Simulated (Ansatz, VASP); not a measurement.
One calculation of Y2SbN, two programs

INCAR

```
ALGO = Normal
EDIFF = 1E-7
EDIFFG = -0.005
ENCUT = 600
GGA = PS
IBRION = 2
ISIF = 3
ISMEAR = 0
LASPH = True
LCHARG = False
LREAL = False
LWAVE = False
NELM = 100
NSW = 100
PREC = Accurate
SIGMA = 0.1
```

File KPOINTS:

```
k-points
0
Gamma
  10 10 8
```

File POSCAR:

```
Y2SbN
1.0
    3.9587368302      0.0000000000      0.0000000000
    0.0000000000      3.9587368302      0.0000000000
    0.0000000000      0.0000000000      5.6612280317
Y Sb N
2 1 1
Direct
    0.0000000000      0.0000000000      0.0000000000
    0.5000000000      0.5000000000      0.5000000000
    0.0000000000      0.0000000000      0.5000000000
    0.5000000000      0.5000000000      0.0000000000
```

Input for Ansatz:

```yaml
crystal:
  lattice:
    - [3.9587368302, 0.0, 0.0]
    - [0.0, 3.9587368302, 0.0]
    - [0.0, 0.0, 5.6612280317]
  atoms:
    - { symbol: "Y", position: [0.0, 0.0, 0.0] }
    - { symbol: "Y", position: [0.5, 0.5, 0.5] }
    - { symbol: Sb, position: [0.0, 0.0, 0.5] }
    - { symbol: "N", position: [0.5, 0.5, 0.0] }
basis:
  ecutwfc: 420
kpoints:
  mp_grid: { grid: [10, 10, 8] }
hamiltonian:
  xc: pbesol
scf:
  occupations: { method: gaussian, width: 0.1 }
output:
  forces: true
  stress: true
  eigenvalues: true
relax:
  adjacent_minimum: "off"
  f_tol: 0.005
  max_steps: 80
  cell: { stress_tol: 0.05 }
```

The cell comes from a database or a generator and needn't be the stable form of this composition.

Alike in both runs: task relaxation of cell and atoms; functional PBEsol; k mesh 10 × 10 × 8; occupations gaussian, width 0.1 eV; no spin polarisation.

|  | VASP | Ansatz |
| --- | --- | --- |
| version | VASP 6.6.1 | Ansatz 0.2.0 |
| potentials or method | VASP PAW PBE potentials, release 64 (Y_sv, Sb, N) | scalar-relativistic, plane waves, PAW |
| plane-wave cutoff (eV) | 600 | 420 |
| valence electrons in the cell | 32 | 42 |

VASP gave:

* gap on the k mesh at the Fermi level, each at its own relaxed structure (eV): none
* relaxed volume (Å³/atom): 22.27
* relaxed cell length with the largest relative difference (Å): 3.964

What did Ansatz give for the same quantities?

gap on the k mesh at the Fermi level, each at its own relaxed structure (eV): none; relaxed volume (Å³/atom): 22.28; relaxed cell length with the largest relative difference (Å): 3.965.

A gap of «none» marks a metal or a gap that the smearing closes. The two sets of potentials don't hold the same shells in valence.

Caveats: the PAW data sets were made with another functional, which shifts forces and pressure a little (VASP). Spin-orbit coupling is left out, which matters for the levels of Sb.
